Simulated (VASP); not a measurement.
A run of VASP 6.6.1:

Contents of POSCAR:

```
HfO2                                    
1.0
    0.0000000000      2.5356599433      2.5356599433
    2.5356599433     -0.0000000000      2.5356599433
    2.5356599433      2.5356599433      0.0000000000
  Hf              O             
     1     2
Direct
     0.0000000000000000    0.0000000000000000    0.0000000000000000
     0.2500000000000000    0.2500000000000000    0.2500000000000000
     0.7500000000000000    0.7500000000000000    0.7500000000000000
```

File INCAR.step1:

```
  ALGO = Normal
  EDIFF = 1E-7
  ENCUT = 520
  GGA = PE
  ISIF = 2
  ISMEAR = 0
  KPAR = 4
  LASPH = True
  LCHARG = True
  LMAXMIX = 4
  LREAL = False
  LWAVE = False
  NELM = 80
  PREC = Accurate
  SIGMA = 0.02
```

Contents of KPOINTS.step1:

```
k-points
0
Gamma
  10 10 10
```

The input INCAR.step2:

```
  ALGO = Normal
  EDIFF = 1E-7
  ENCUT = 520
  GGA = PE
  ICHARG = 11
  ISIF = 2
  ISMEAR = 0
  KPAR = 4
  LASPH = True
  LCHARG = False
  LMAXMIX = 4
  LREAL = False
  LWAVE = False
  NELM = 80
  PREC = Accurate
  SIGMA = 0.05
```

KPOINTS.step2

```
path GXWKGLUWLK,UX
20
line-mode
reciprocal
 0.0000000000  0.0000000000  0.0000000000  G
 0.5000000000  0.0000000000  0.5000000000  X

 0.5000000000  0.0000000000  0.5000000000  X
 0.5000000000  0.2500000000  0.7500000000  W

 0.5000000000  0.2500000000  0.7500000000  W
 0.3750000000  0.3750000000  0.7500000000  K

 0.3750000000  0.3750000000  0.7500000000  K
 0.0000000000  0.0000000000  0.0000000000  G

 0.0000000000  0.0000000000  0.0000000000  G
 0.5000000000  0.5000000000  0.5000000000  L

 0.5000000000  0.5000000000  0.5000000000  L
 0.6250000000  0.2500000000  0.6250000000  U

 0.6250000000  0.2500000000  0.6250000000  U
 0.5000000000  0.2500000000  0.7500000000  W

 0.5000000000  0.2500000000  0.7500000000  W
 0.5000000000  0.5000000000  0.5000000000  L

 0.5000000000  0.5000000000  0.5000000000  L
 0.3750000000  0.3750000000  0.7500000000  K

 0.6250000000  0.2500000000  0.6250000000  U
 0.5000000000  0.0000000000  0.5000000000  X
```

Potentials or basis: VASP PAW PBE potentials, release 64 (Hf_pv, O).

Run with:

```console
$ cat potpaw_PBE.64/Hf_pv/POTCAR potpaw_PBE.64/O/POTCAR > POTCAR
$ cp INCAR.step1 INCAR
$ cp KPOINTS.step1 KPOINTS
$ mpirun -np 4 vasp_std > vasp.out
$ cp INCAR.step2 INCAR
$ cp KPOINTS.step2 KPOINTS
$ mpirun -np 4 vasp_std > vasp.out
```

Hardware: 4 MPI ranks on Intel(R) Xeon(R) 6975P-C (Granite Rapids), on a shared host.

Estimate the wall time of this run.

Wall time 13 s on 4 MPI ranks on Intel(R) Xeon(R) 6975P-C (Granite Rapids) (shared host), peak memory 0.21 GiB a rank. Counts: scf iterations 8, k points 200.
